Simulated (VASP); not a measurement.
Given:

```
CELL_PARAMETERS angstrom
      1.51338    -2.62125     0.00000
      1.51338     2.62125     0.00000
      0.00000     0.00000     4.98594
ATOMIC_POSITIONS crystal
  Zr 0.33333 0.66667 0.25000
  Zr 0.66667 0.33333 0.75000
```

Computed with PBE GGA, VASP's PBE PAW potentials (set 64) (plane waves; VASP). Settings: 500 eV cut-off, 14×14×8 Γ-centred mesh, first-order Methfessel-Paxton smearing of 0.10 eV, potentials Zr_sv.

Energy and stress use the plane-wave basis of the starting cell.

Q: The ions, cell shape and volume at an external pressure of 30.0 GPa are relaxed. Give the cell that the relaxation ends in.

A: 
```
CELL_PARAMETERS angstrom
      1.47661    -2.55756     0.00000
      1.47661     2.55756     0.00000
      0.00000     0.00000     4.92404
ATOMIC_POSITIONS crystal
  Zr 0.33333 0.66667 0.25000
  Zr 0.66667 0.33333 0.75000
```
Space group P6_3/mmc (194), at a tolerance of 0.03 Å.

Q: How do energy and volume change from the first to the last step?

A: The energy (σ→0) changes by +184.1 meV/atom and the volume by -6.0 %, in 8 ionic steps.

The compound is Zr in the hcp structure. This run relaxes it under an external pressure of 30 GPa. Symmetry was kept, so distortions that lower it aren't found.
